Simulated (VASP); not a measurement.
Method: PBEsol GGA, VASP's PBE PAW potentials (set 64) (plane waves; VASP).

Input for VASP

INCAR:
```
SYSTEM=ZnSe
PREC=Accurate; ENCUT=500; LREAL=.FALSE.
LASPH=.TRUE.
EDIFF=1E-6; NELM=100; ALGO=Normal
LMAXMIX=4
ISMEAR=0; SIGMA=0.05
GGA=PS
IBRION=2; NSW=40; ISIF=3
EDIFFG=-0.02; PSTRESS=450
LWAVE=.FALSE.; LCHARG=.FALSE.
```

File POSCAR:
```
ZnSe
1.0
  0.0000000000   2.5890748210   2.5890748210
  2.5890748210   0.0000000000   2.5890748210
  2.5890748210   2.5890748210   0.0000000000
Zn Se
1 1
Cart
  0.0000000000   0.0000000000   0.0000000000
  1.2945374105   1.2945374105   1.2945374105
```

### KPOINTS
```
Automatic mesh
0
Gamma
9 9 9
0 0 0
```

POTCAR, in this order: Zn Se (PBE.64 set). Program: vasp_std.

The resulting files:

### OSZICAR
```
       N       E                     dE             d eps       ncg     rms          rms(c)
DAV:   1     0.888962879118E+02    0.88896E+02   -0.93137E+03   918   0.172E+03
DAV:   2    -0.110238651463E+01   -0.89999E+02   -0.85796E+02   965   0.289E+02
DAV:   3    -0.635335569832E+01   -0.52510E+01   -0.52302E+01  1120   0.716E+01
DAV:   4    -0.639659296934E+01   -0.43237E-01   -0.43231E-01  1005   0.685E+00
DAV:   5    -0.639679224950E+01   -0.19928E-03   -0.19928E-03  1080   0.462E-01    0.855E+00
DAV:   6    -0.606015773658E+01    0.33663E+00   -0.98249E-01  1105   0.405E+01    0.609E+00
DAV:   7    -0.602911064897E+01    0.31047E-01   -0.32129E-01   990   0.702E+00    0.254E+00
DAV:   8    -0.602483382428E+01    0.42768E-02   -0.69239E-03  1362   0.153E+00    0.573E-01
DAV:   9    -0.602419684251E+01    0.63698E-03   -0.15472E-03  1065   0.633E-01    0.641E-02
DAV:  10    -0.602418514443E+01    0.11698E-04   -0.32933E-04  1325   0.283E-01    0.357E-02
DAV:  11    -0.602419071300E+01   -0.55686E-05   -0.22037E-05   988   0.599E-02    0.627E-03
DAV:  12    -0.602419110560E+01   -0.39261E-06   -0.24015E-06   916   0.167E-02
   1 F= 0.37249360E+01 E0= 0.37249360E+01  d E =0.372494E+01
       N       E                     dE             d eps       ncg     rms          rms(c)
DAV:   1    -0.186574451630E+02   -0.12633E+02   -0.12709E+02  1115   0.266E+02    0.357E+01
DAV:   2    -0.902142197128E+01    0.96360E+01   -0.14080E+02   910   0.369E+02    0.176E+01
DAV:   3    -0.364292215343E+01    0.53785E+01   -0.19182E+01  1075   0.122E+02    0.470E+00
DAV:   4    -0.326870536809E+01    0.37422E+00   -0.30181E+00  1191   0.393E+01    0.373E+00
DAV:   5    -0.320891597578E+01    0.59789E-01   -0.47316E-01  1105   0.159E+01    0.188E+00
DAV:   6    -0.320288594840E+01    0.60300E-02   -0.36047E-02  1380   0.598E+00    0.223E-01
DAV:   7    -0.320261313929E+01    0.27281E-03   -0.15715E-02  1055   0.234E+00    0.144E-01
DAV:   8    -0.320260289037E+01    0.10249E-04   -0.24260E-03  1050   0.570E-01    0.140E-01
DAV:   9    -0.320247409346E+01    0.12880E-03   -0.34478E-04   955   0.175E-01    0.390E-02
DAV:  10    -0.320247152943E+01    0.25640E-05   -0.33524E-05  1085   0.114E-01    0.130E-02
DAV:  11    -0.320247115911E+01    0.37032E-06   -0.11531E-06   650   0.146E-02
   2 F= 0.44179874E+01 E0= 0.44179874E+01  d E =0.693051E+00
       N       E                     dE             d eps       ncg     rms          rms(c)
DAV:   1    -0.109890822820E+02   -0.77866E+01   -0.74306E+01  1075   0.262E+02    0.161E+01
DAV:   2    -0.640435553233E+01    0.45847E+01   -0.11309E+01  1075   0.105E+02    0.795E+00
DAV:   3    -0.568713782387E+01    0.71722E+00   -0.92994E-01  1190   0.212E+01    0.414E+00
DAV:   4    -0.552371194625E+01    0.16343E+00   -0.27603E-01  1045   0.821E+00    0.787E-01
DAV:   5    -0.551368738149E+01    0.10025E-01   -0.15629E-02  1095   0.522E+00    0.442E-01
DAV:   6    -0.551210347372E+01    0.15839E-02   -0.83237E-03  1054   0.995E-01    0.127E-01
DAV:   7    -0.551185662563E+01    0.24685E-03   -0.66560E-04  1302   0.581E-01    0.434E-02
DAV:   8    -0.551187621066E+01   -0.19585E-04   -0.12190E-04  1103   0.142E-01    0.139E-02
DAV:   9    -0.551187850430E+01   -0.22936E-05   -0.10653E-05  1403   0.664E-02    0.523E-03
DAV:  10    -0.551187866147E+01   -0.15717E-06   -0.22548E-06   656   0.195E-02
   3 F= 0.36066365E+01 E0= 0.36066365E+01  d E =-.118299E+00
       N       E                     dE             d eps       ncg     rms          rms(c)
DAV:   1    -0.547834499336E+01    0.33534E-01   -0.37476E-02  1110   0.525E+00    0.406E-01
DAV:   2    -0.547553822943E+01    0.28068E-02   -0.10043E-02  1085   0.383E+00    0.164E-01
DAV:   3    -0.547519577531E+01    0.34245E-03   -0.35133E-04  1137   0.389E-01    0.816E-02
DAV:   4    -0.547509231731E+01    0.10346E-03   -0.13187E-04  1075   0.159E-01    0.269E-02
DAV:   5    -0.547508729928E+01    0.50180E-05   -0.14196E-05  1355   0.702E-02    0.867E-03
DAV:   6    -0.547508659485E+01    0.70443E-06   -0.32948E-06   775   0.205E-02
   4 F= 0.36061372E+01 E0= 0.36061372E+01  d E =-.118799E+00
```

OUTCAR:
```
------------------------ aborting loop because EDIFF is reached ----------------------------------------
  FORCE on cell =-STRESS in cart. coord.  units (eV):
  Direction    XX          YY          ZZ          XY          YZ          ZX
  --------------------------------------------------------------------------------------
  Total        9.0566648      9.0566648      9.0566648     -0.0000000     -0.0000000      0.0000000
  in kB      448.7830307    448.7830307    448.7830307     -0.0000000     -0.0000000      0.0000000
  external PRESSURE =      -1.2169693 kB  Pullay stress =     450.0000000 kB
  volume of cell :       32.33
      direct lattice vectors                 reciprocal lattice vectors
     0.000000000  2.528545759  2.528545759    -0.197742120  0.197742120  0.197742120
     2.528545759  0.000000000  2.528545759     0.197742120 -0.197742120  0.197742120
     2.528545759  2.528545759  0.000000000     0.197742120  0.197742120 -0.197742120
  FREE ENERGIE OF THE ION-ELECTRON SYSTEM (eV)
  ---------------------------------------------------
  free  energy   TOTEN  =        -5.4750865948 eV

  energy  without entropy=       -5.4750865948  energy(sigma->0) =       -5.47508659
  enthalpy is  TOTEN    =         3.6061372240 eV   P V=        9.0812238189

 reached required accuracy - stopping structural energy minimisation
```
(Selected blocks of OUTCAR.)

File CONTCAR:
```
ZnSe
   1.00000000000000
     0.0000000000000000    2.5285457593450897    2.5285457593450897
     2.5285457593450897    0.0000000000000000    2.5285457593450897
     2.5285457593450897    2.5285457593450897    0.0000000000000000
  Zn              Se
     1     1
Direct
     1.0000000000000000    0.0000000000000000    1.0000000000000000
     0.2500000000000000    0.2500000000000000    0.2500000000000000
```

Energy and stress use the plane-wave basis of the starting cell.

The structure was generated: ZnSe was put into the zinc blende type (F-43m), which need not be its known phase. This run relaxes it under an external pressure of 45 GPa. Symmetry was kept, so distortions that lower it aren't found.
